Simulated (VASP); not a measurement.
Calculation: vdW-DF-cx, VASP's PBE PAW potentials (set 64) (plane waves; VASP 6.6.1).

VASP ran on this input.

INCAR:
```
SYSTEM = Ni3Fe
PREC = Accurate
ENCUT = 520
EDIFF = 1E-7
NELM = 100
ALGO = Normal
LREAL = .FALSE.
LASPH = .TRUE.
ISMEAR = 1
SIGMA = 0.1
GGA = CX
LUSE_VDW = .TRUE.
AGGAC = 0.0
LMAXMIX = 4
ISPIN = 2
MAGMOM = 2.8 0.6 0.6 0.6
LORBIT = 10
LWAVE = .FALSE.
LCHARG = .FALSE.
ISIF = 2
```

POSCAR:
```
Ni3Fe
1
    3.5302737249     0.0000000000     0.0000000000
    0.0000000000     3.5302737249     0.0000000000
    0.0000000000     0.0000000000     3.5302737249
Fe Ni
1 3
Direct
  0.0000000000   0.0000000000   0.0000000000
  0.0000000000   0.5000000000   0.5000000000
  0.5000000000   0.0000000000   0.5000000000
  0.5000000000   0.5000000000   0.0000000000
```

File KPOINTS:
```
Automatic
0
Gamma
  9 9 9
0 0 0
```

POTCAR, in this order: Fe Ni (PBE.64 set). Program: vasp_std.

The resulting files:

### OUTCAR
```
 ion  position               nearest neighbor table
   1  0.000  0.000  0.000-   2 2.50   3 2.50   4 2.50   2 2.50   3 2.50   2 2.50   4 2.50   2 2.50
                             3 2.50   4 2.50   3 2.50   4 2.50
   2  0.000  0.500  0.500-   1 2.50   3 2.50   4 2.50   1 2.50   4 2.50   1 2.50   3 2.50   1 2.50
                             3 2.50   4 2.50   4 2.50   3 2.50
   3  0.500  0.000  0.500-   1 2.50   2 2.50   4 2.50   1 2.50   4 2.50   2 2.50   4 2.50   4 2.50
                             1 2.50   2 2.50   1 2.50   2 2.50
   4  0.500  0.500  0.000-   1 2.50   2 2.50   3 2.50   2 2.50   3 2.50   1 2.50   3 2.50   3 2.50
                             1 2.50   2 2.50   2 2.50   1 2.50
  LATTYP: Found a simple cubic cell.
 ALAT       =     3.5302737249
 Subroutine PRICEL returns:
 Original cell was already a primitive cell.
 Subroutine GETGRP returns: Found 48 space group operations
The static configuration has the point symmetry O_h .
The dynamic configuration has the point symmetry O_h .
The overall configuration has the point symmetry O_h .
 Subroutine INISYM returns: Found 48 space group operations
 Subroutine IBZKPT returns following result:
 Found     35 irreducible k-points:

 Following reciprocal coordinates:
            Coordinates               Weight
  0.000000  0.000000  0.000000      1.000000
  0.111111  0.000000  0.000000      6.000000
  0.222222  0.000000  0.000000      6.000000
  0.333333  0.000000  0.000000      6.000000
  0.444444  0.000000  0.000000      6.000000
  0.111111  0.111111  0.000000     12.000000
  0.222222  0.111111  0.000000     24.000000
  0.333333  0.111111  0.000000     24.000000
  0.444444  0.111111  0.000000     24.000000
  0.222222  0.222222  0.000000     12.000000
  0.333333  0.222222  0.000000     24.000000
  0.444444  0.222222  0.000000     24.000000
  0.333333  0.333333  0.000000     12.000000
  0.444444  0.333333  0.000000     24.000000
  0.444444  0.444444  0.000000     12.000000
  0.111111  0.111111  0.111111      8.000000
  0.222222  0.111111  0.111111     24.000000
...
```

File OSZICAR:
```
       N       E                     dE             d eps       ncg     rms          rms(c)
DAV:   1     0.254616190271E+03    0.25462E+03   -0.17502E+04  3596   0.214E+03
DAV:   2    -0.546813477571E+01   -0.26008E+03   -0.25216E+03  3526   0.376E+02
DAV:   3    -0.196449439424E+02   -0.14177E+02   -0.13441E+02  3602   0.120E+02
DAV:   4    -0.198784536401E+02   -0.23351E+00   -0.23198E+00  3753   0.160E+01
DAV:   5    -0.198847272504E+02   -0.62736E-02   -0.62718E-02  4942   0.215E+00    0.211E+01
DAV:   6    -0.171239431553E+02    0.27608E+01   -0.44483E+01  3641   0.104E+02    0.216E+01
DAV:   7    -0.204894236799E+02   -0.33655E+01   -0.26070E+01  4198   0.132E+02    0.280E+01
DAV:   8    -0.153683570165E+02    0.51211E+01   -0.19307E+01  4252   0.586E+01    0.620E+00
DAV:   9    -0.155431130526E+02   -0.17476E+00   -0.77455E-01  3911   0.115E+01    0.359E+00
DAV:  10    -0.155137164639E+02    0.29397E-01   -0.14141E-01  4917   0.924E+00    0.166E+00
DAV:  11    -0.155062761141E+02    0.74403E-02   -0.49066E-02  5154   0.340E+00    0.117E+00
DAV:  12    -0.155092523185E+02   -0.29762E-02   -0.81638E-03  4327   0.217E+00    0.364E-01
DAV:  13    -0.155093427432E+02   -0.90425E-04   -0.25923E-03  4937   0.879E-01    0.878E-02
DAV:  14    -0.155094153587E+02   -0.72615E-04   -0.31109E-04  4195   0.185E-01    0.116E-01
DAV:  15    -0.155094100511E+02    0.53076E-05   -0.10658E-04  4011   0.298E-01    0.195E-02
DAV:  16    -0.155094132175E+02   -0.31664E-05   -0.17444E-05  4544   0.578E-02    0.255E-02
DAV:  17    -0.155094123796E+02    0.83795E-06   -0.33885E-06  4360   0.492E-02    0.483E-03
DAV:  18    -0.155094123075E+02    0.72112E-07   -0.86056E-07  3723   0.107E-02
   1 F= -.15509412E+02 E0= -.15509112E+02  d E =-.901770E-03  mag=     4.5579
```

### OUTCAR
```
------------------------ aborting loop because EDIFF is reached ----------------------------------------
  FORCE on cell =-STRESS in cart. coord.  units (eV):
  Direction    XX          YY          ZZ          XY          YZ          ZX
  --------------------------------------------------------------------------------------
  Total       -1.6726157     -1.6726157     -1.6726157      0.0000000      0.0000000      0.0000000
  in kB      -60.9090197    -60.9090197    -60.9090197      0.0000000      0.0000000      0.0000000
  external PRESSURE =     -60.9090197 kB  Pullay stress =       0.0000000 kB
  volume of cell :       44.00
      direct lattice vectors                 reciprocal lattice vectors
     3.530273725  0.000000000  0.000000000     0.283264154  0.000000000  0.000000000
     0.000000000  3.530273725  0.000000000     0.000000000  0.283264154  0.000000000
     0.000000000  0.000000000  3.530273725     0.000000000  0.000000000  0.283264154
 POSITION                                       TOTAL-FORCE (eV/Angst)
 -----------------------------------------------------------------------------------
      0.00000      0.00000      0.00000         0.000000      0.000000      0.000000
      0.00000      1.76514      1.76514         0.000000      0.000000      0.000000
      1.76514      0.00000      1.76514         0.000000      0.000000      0.000000
      1.76514      1.76514      0.00000         0.000000      0.000000      0.000000
 -----------------------------------------------------------------------------------
    total drift:                                0.000000      0.000000      0.000000
  FREE ENERGIE OF THE ION-ELECTRON SYSTEM (eV)
  ---------------------------------------------------
  free  energy   TOTEN  =       -15.5094123075 eV

  energy  without entropy=      -15.5085105375  energy(sigma->0) =      -15.50911172

 total charge

# of ion       s       p       d       tot
------------------------------------------
    1        0.479   0.508   6.134   7.121
    2        0.510   0.518   8.342   9.369
    3        0.510   0.518   8.342   9.369
    4        0.510   0.518   8.342   9.369
--------------------------------------------------
tot          2.008   2.061  31.160  35.229

 magnetization (x)

# of ion       s       p       d       tot
------------------------------------------
    1        0.008  -0.001   2.832   2.839
    2       -0.016  -0.042   0.632   0.574
    3       -0.016  -0.042   0.632   0.574
    4       -0.016  -0.042   0.632   0.574
--------------------------------------------------
tot         -0.040  -0.127   4.729   4.562
```
(Selected blocks of OUTCAR.)

The compound is Ni3Fe in the L1_2 structure. This cell is one point of a volume scan, at 1.03 of the reference volume.
